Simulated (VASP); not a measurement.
Input:

```
CELL_PARAMETERS angstrom
      1.91403     1.10507     6.34531
     -1.91403     1.10507     6.34531
      0.00000    -2.21013     6.34531
ATOMIC_POSITIONS crystal
  Ga 0.43574 0.43574 0.43574
  Ga 0.56426 0.56426 0.56426
  P  0.05782 0.05782 0.05782
  P  0.94218 0.94218 0.94218
```

All values below come from PBEsol GGA, VASP's PBE PAW potentials (set 64) (plane waves; VASP 6.6.1). Run with 400 eV cut-off, 8×8×8 Γ-centred mesh, tetrahedra with Blöchl corrections, potentials Ga_d P.

The cores are frozen, which limits the accuracy of field gradients.

### Question
Give the principal components of the electric field gradient (V/Å²) and the asymmetry η at each nucleus.

### Answer

```csv
atom,Vxx,Vyy,Vzz,η
Ga1,22.9,22.9,-45.7,0.00
Ga2,22.9,22.9,-45.7,0.00
P3,-31.5,-31.5,62.9,0.00
P4,-31.5,-31.5,62.9,0.00
```

The structure comes from a computed database's GaP entry (R-3m); how it stands against other phases isn't given here. It was relaxed first.
